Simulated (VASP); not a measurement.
# H6C3F4 in VASP: a series of runs, part 2 of 2

VASP 6.6.1.

### Step 4. Single point, PBE+D3(BJ)

Input file INCAR:

```
ALGO     = Normal         # electronic algorithm
EDIFF    = 1E-7           # SCF threshold, eV
ENCUT    = 520            # plane-wave cutoff, eV
GGA      = PE             # functional
ISIF     = 2              # what is computed and relaxed
ISMEAR   = -1             # smearing method
IVDW     = 12             # dispersion correction
LASPH    = True           # aspherical terms in the spheres
LCHARG   = True           # write CHGCAR
LELF     = True           # ELF
LREAL    = Auto         
LVHAR    = True         
LWAVE    = False          # write WAVECAR
NBANDS   = 94             # bands
NELM     = 80             # most SCF steps
PREC     = Accurate       # precision mode
SIGMA    = 0.02           # smearing width, eV
```

Input file KPOINTS:

```
k-points
0
Gamma
  1 1 1
```

Input file POSCAR:

```
H6C3F4
1.0
    8.9365910000      0.0000000000      0.0000000000
    0.0000000000      8.9365910000      0.0000000000
    0.0000000000      0.0000000000      8.9365910000
C H F
9 18 12
Direct
    0.1226977938      0.0112906588      0.3146166139
    0.2825350293      0.0144686044      0.2472195494
    0.9913847462      0.2557574807      0.9320108753
    0.8422898620      0.2295394295      0.8539274092
    0.6388118243      0.5999938903      1.0157900255
    0.6314712176      0.5988413255      0.8444719021
    0.1087998768      0.8141247597      0.8801454604
    0.8403204309      0.3075445659      0.3982950546
    0.7552432466      0.7636133286      0.4374486871
    0.1091355753     -0.0991317606      0.3807156443
    0.0727346703      0.1119106827      0.3757808766
    0.0199404896      0.0205223670      0.2253991483
    0.3587050140     -0.0836113010      0.2797375420
    0.2599649016     -0.0143343250      0.1391022595
    0.3509839490      0.1144508012      0.2389949367
    1.0411688305      0.3693690357      0.9315185175
    0.9881956106      0.2405167698      1.0515083436
    1.0936496926      0.1676925799      0.8874524973
    0.7946766278      0.1223844752      0.8667958509
    0.7634119095      0.3125688532      0.9034653147
    0.8502571059      0.2613972151      0.7341501922
    0.5578861112      0.6886854283      1.0379908849
    0.6150443721      0.4890231633      1.0724894985
    0.7512820045      0.6377152093      1.0566333404
    0.7211362812      0.5371958949      0.7916553415
    0.5355957322      0.5341634187      0.8203575614
    0.6370997621      0.7130011880      0.8079367177
    0.1088558266      0.6626016565      0.8937636287
    0.0570911212      0.8524503359      0.7489880649
    0.0272363365      0.8444495222      0.9990610514
    0.2438513746      0.8774263027      0.8913801695
    0.8324203267      0.1685877758      0.3409465645
    0.9791429416      0.3116065175      0.4539650522
    0.8271386707      0.3983845742      0.2937585484
    0.7443889958      0.3354858693      0.5122311181
    0.6411393338      0.6606769852      0.4721487198
    0.8466987020      0.7080440405      0.3366608140
    0.6911248372      0.8890862299      0.3932036276
    0.8326329358      0.8008422899      0.5720413970
```

On the command line:

```
$ cat potpaw_PBE.64/C/POTCAR potpaw_PBE.64/H/POTCAR potpaw_PBE.64/F/POTCAR > POTCAR
$ mpirun -np 1 vasp_gam > vasp.out
```

Wall time 5.1 min (1 thread of Intel Xeon Platinum 8375C at 2.90GHz (Ice Lake), shared host); peak memory 0.66 GiB.

Results (log left out):

```yaml
Free_energy: -196.3045 eV
Pressure: 0.4 GPa
Largest_force: 4.991 eV/Å
Band_gap_on_the_k_mesh: 5.61 eV, direct
Dispersion_energy_per_atom: -0.025 eV
```

Forces on the atoms (eV/Å):
```
C   -2.508  0.275  0.092
C    0.287 -1.098  1.640
C    2.923 -1.902 -0.840
C    0.544  2.823 -0.168
C    1.011 -0.109  0.202
C    1.286 -0.855  1.150
C    0.558 -1.716  0.879
C    1.229 -2.856  2.766
C   -0.926 -0.083  2.783
H   -0.199  1.592 -0.654
H    1.748 -1.278  0.250
H    2.379 -0.946  0.969
H   -0.870  1.135  0.379
H   -0.164 -0.566 -3.196
H   -0.162  0.569  0.562
H   -0.384 -0.129 -0.898
H   -0.338 -0.710  0.785
H   -2.311  2.068  0.936
H   -0.315 -1.448  0.159
H    0.010 -0.414 -0.224
H   -0.053 -0.400  0.420
H   -0.272 -0.167  1.097
H   -0.111  1.021 -0.538
H   -0.602 -0.112 -0.147
H    0.671 -0.168 -0.168
H   -1.577 -0.080 -0.953
H   -0.451  0.557 -0.656
F    1.319 -0.926 -1.260
F   -1.153  0.471 -0.801
F   -1.302  2.318  0.758
F    0.656 -0.239  0.368
F   -1.598 -0.837  0.120
F    1.146  0.907  1.006
F   -0.954  3.550 -3.376
F   -0.313 -0.376 -0.552
F    1.575  0.969 -0.398
F    0.257 -0.129 -0.038
F   -0.205  0.310 -0.601
F   -0.833 -1.018 -1.851
```

Stress tensor (GPa, compression positive):
```
-0.72  0.00  0.39
 0.00  0.34 -0.07
 0.39 -0.07  1.56
```

Levels at points of the mesh, in eV from the valence-band top:
| k point | band 65 | band 66 | band 67 | band 68 | band 69 | band 70 | band 71 | band 72 | band 73 | band 74 |
| --- | --- | --- | --- | --- | --- | --- | --- | --- | --- | --- |
| (0.00, 0.00, 0.00) | -1.00 | -0.95 | -0.82 | -0.59 | 0.00 | 5.61 | 7.00 | 7.07 | 7.21 | 7.37 |

Caveat: the standard files for N, O and F lose accuracy on very short bonds.

### Step 5. Single point, PBE+D3(BJ)

Input file INCAR:

```
ALGO = Normal
EDIFF = 1E-7
ENCUT = 520
GGA = PE
ISIF = 2
ISMEAR = -1
IVDW = 12
LASPH = T
LCHARG = F
LREAL = Auto
LWAVE = F
NBANDS = 94
NELM = 80
PREC = Accurate
SIGMA = 0.02
```

KPOINTS is that of step 4.

Input file POSCAR:

```
H6C3F4
1.0
    8.9365910000      0.0000000000      0.0000000000
    0.0000000000      8.9365910000      0.0000000000
    0.0000000000      0.0000000000      8.9365910000
C H F
9 18 12
Direct
    0.1081172899     -0.0018575316      0.2941725765
    0.2573016937     -0.0231520051      0.2131797237
    0.9940367641      0.2615650644      0.9838539103
    0.8500221169      0.2382004503      0.8789705157
    0.6529894901      0.5855029060      1.0263197678
    0.6199791397      0.5973194924      0.8525958053
    0.1037196398      0.8234347975      0.8749868938
    0.8392014360      0.3035273741      0.4074260532
    0.7545047099      0.7572238676      0.4301976000
    0.0388403139     -0.1109371571      0.3104427628
    0.0949019598      0.0479153628      0.3991231108
    0.0471656362      0.0481279718      0.2111655328
    0.3530652796     -0.0333796187      0.2957503594
    0.2649220491     -0.1242420068      0.1285053775
    0.2970483935      0.0889265269      0.1565473904
    1.0404414838      0.3712937070      0.9301869136
    0.9425406176      0.2814607942      1.0938846815
    1.0733958844      0.1697962903      0.9859800007
    0.8113720321      0.1190834402      0.8703206849
    0.7538333129      0.3070074484      0.9169715835
    0.8884484028      0.2687378218      0.7646651838
    0.5476920674      0.5611647663      1.0800650942
    0.7315205541      0.4904778567      1.0737203929
    0.6870405057      0.6866264776      1.0855929291
    0.7350677680      0.5912097801      0.7949228067
    0.5268451919      0.5260507055      0.8031474194
    0.5661219138      0.7097896726      0.8264001340
    0.1115637943      0.6756379474      0.8815330141
    0.0379115482      0.8682617343      0.7527031281
    0.0140545763      0.8905521132      0.9817054400
    0.2464586328      0.8750764134      0.8748638043
    0.8072541308      0.1678604291      0.3569929518
    0.9661849804      0.3010208255      0.4682546174
    0.8165865485      0.3962025341      0.3058325037
    0.7388164010      0.3126136130      0.5155321531
    0.6486365998      0.6590880124      0.4544350301
    0.8458370759      0.7192563697      0.3140235466
    0.7051906034      0.8936069694      0.3857063616
    0.8339757297      0.7748144678      0.5679234957
```

Potentials or basis: VASP PAW PBE potentials, release 64 (C, H, F).

On the command line:

```
$ cat potpaw_PBE.64/C/POTCAR potpaw_PBE.64/H/POTCAR potpaw_PBE.64/F/POTCAR > POTCAR
$ mpirun -np 1 vasp_gam > vasp.out
```

OUTCAR:

```text
EDIFF = 1E-7
   ENCUT = 520
   GGA = PE
   ISIF = 2
   ISMEAR = -1
   IVDW = 12
   LASPH = T
   LREAL = Auto
   NELM = 80
   PREC = Accurate
 IVDW          = 12

 ion  position               nearest neighbor table
   1  0.108  0.998  0.294-  12 1.02  11 1.04  10 1.16   2 1.53
   2  0.257  0.977  0.213-  13 1.13  15 1.18  14 1.18   1 1.53
   3  0.994  0.262  0.984-  18 1.08  17 1.10  16 1.17   4 1.61
   4  0.850  0.238  0.879-  20 1.11  21 1.11  19 1.12   3 1.61
   5  0.653  0.586  0.026-  22 1.08  24 1.09  23 1.18   6 1.58
   6  0.620  0.597  0.853-  26 1.14  27 1.14  25 1.15   5 1.58
   7  0.104  0.823  0.875-  29 1.30  28 1.32  31 1.36  30 1.38
   8  0.839  0.304  0.407-  34 1.25  33 1.26  35 1.32  32 1.32
   9  0.755  0.757  0.430-  36 1.31  38 1.36  37 1.36  39 1.43
  10  0.039  0.889  0.310-   1 1.16
  11  0.095  0.048  0.399-   1 1.04
  12  0.047  0.048  0.211-   1 1.02
  13  0.353  0.967  0.296-   2 1.13
  14  0.265  0.876  0.129-   2 1.18
  15  0.297  0.089  0.157-   2 1.18
[... 22 lines left out ...]
  38  0.705  0.894  0.386-   9 1.36
  39  0.834  0.775  0.568-   9 1.43

  LATTYP: Found a simple cubic cell.
 ALAT       =     8.9365910000

  Lattice vectors:

[... 235 lines left out ...]

 k-point     1 :       0.0000    0.0000    0.0000
  band No.  band energies     occupation
      1     -33.4315      2.00000
      2     -32.3742      2.00000
      3     -32.1122      2.00000
      4     -30.8491      2.00000
      5     -29.9111      2.00000
      6     -29.8422      2.00000
[... 73 lines left out ...]
     80       3.8986      0.00000
     81       3.9667      0.00000
 [bands above 81 left out]

------------------------ aborting loop because EDIFF is reached ----------------------------------------

 Edisp (eV)   -1.01024

 E8    (eV) :    -0.2315

  FORCE on cell =-STRESS in cart. coord.  units (eV):
  Direction    XX          YY          ZZ          XY          YZ          ZX
  --------------------------------------------------------------------------------------
  -------------------------------------------------------------------------------------
  Total      -0.02570     1.59849     2.80364    -1.36138     0.82427     1.88912
  in kB      -0.05770     3.58844     6.29386    -3.05615     1.85040     4.24086
  external pressure =        3.27 kB  Pullay stress =        0.00 kB

 VOLUME and BASIS-vectors are now :
 -----------------------------------------------------------------------------
  energy-cutoff  :      520.00
  volume of cell :      713.70
      direct lattice vectors                 reciprocal lattice vectors
     8.936591000  0.000000000  0.000000000     0.111899493  0.000000000  0.000000000
     0.000000000  8.936591000  0.000000000     0.000000000  0.111899493  0.000000000
     0.000000000  0.000000000  8.936591000     0.000000000  0.000000000  0.111899493

 POSITION                                       TOTAL-FORCE (eV/Angst)
 -----------------------------------------------------------------------------------
      0.96620      8.91999      2.62890        -0.198487     -4.023180     -0.890451
      2.29940      8.72969      1.90510         2.487435      0.344205      0.205562
      8.88330      2.33750      8.79230        -2.052233      1.960630     -1.555561
      7.59630      2.12870      7.85500         1.091163     -0.947791     -0.190707
      5.83550      5.23240      0.23521        -0.037406     -1.627357      0.229828
      5.54050      5.33800      7.61930         0.738908      1.060220      0.089998
[... 31 lines left out ...]
      6.30200      7.98580      3.44690        -0.737004     -0.441585      0.928592
      7.45290      6.92420      5.07530        -0.836577     -0.341531     -2.245376
 -----------------------------------------------------------------------------------
    total drift:                               -0.001134      0.016949     -0.000743

  FREE ENERGIE OF THE ION-ELECTRON SYSTEM (eV)
  ---------------------------------------------------
  free  energy   TOTEN  =      -196.0124354314 eV

  energy  without entropy=     -196.0124354314  energy(sigma->0) =     -196.01243543
```

Wall time 5 min (1 thread of Intel Xeon Platinum 8375C at 2.90GHz (Ice Lake), shared host); peak memory 0.63 GiB.

What came out:

```
Free energy                : -196.0124 eV
Pressure                   : 0.3 GPa
Largest force              : 5.484 eV/Å
Band gap on the k mesh     : 5.91 eV, direct
Dispersion energy per atom : -0.026 eV
```

Forces in eV/Å, atoms in the order of the input:
```
C   -0.198 -4.023 -0.890
C    2.487  0.344  0.206
C   -2.052  1.961 -1.556
C    1.091 -0.948 -0.191
C   -0.037 -1.627  0.230
C    0.739  1.060  0.090
C   -0.152  1.426  0.335
C   -3.081 -4.070  2.003
C    1.850  1.949  0.441
H    1.374  0.984 -0.277
H    0.636  1.290  1.434
H   -2.139  1.782 -1.409
H   -0.621 -0.507 -0.532
H   -0.220  1.864  1.561
H   -0.938 -1.689  0.316
H   -0.044 -1.523  1.417
H    0.815  0.109  0.101
H    0.182 -0.068 -0.160
H    0.225  0.586  0.279
H    0.514 -0.134 -0.315
H   -0.645  0.016  0.305
H   -0.762 -0.294  0.423
H   -1.047  1.413 -1.442
H    0.394  0.454 -0.604
H   -1.728 -0.101  0.068
H    1.401 -0.258  0.714
H    0.934 -0.533  0.424
F   -0.477 -0.527  0.615
F   -0.355  0.009 -2.303
F    1.218 -1.204  0.593
F   -0.281  0.172  0.451
F    0.366 -2.533 -2.097
F    4.636  0.897  1.164
F   -0.039  3.886 -3.216
F   -1.958  1.943  2.286
F   -0.533 -0.344 -0.233
F    0.018 -0.978  1.086
F   -0.737 -0.442  0.929
F   -0.837 -0.342 -2.245
```

Stress tensor (GPa, compression positive):
```
-0.01 -0.31  0.42
-0.31  0.36  0.19
 0.42  0.19  0.63
```

Levels at points of the mesh, in eV from the valence-band top:
```csv
k point,band 67,band 68,band 69,band 70,band 71,band 72
"(0.00, 0.00, 0.00)",-0.49,-0.46,0.00,5.91,7.35,7.40
```

Caveat: the standard files for N, O and F lose accuracy on very short bonds.
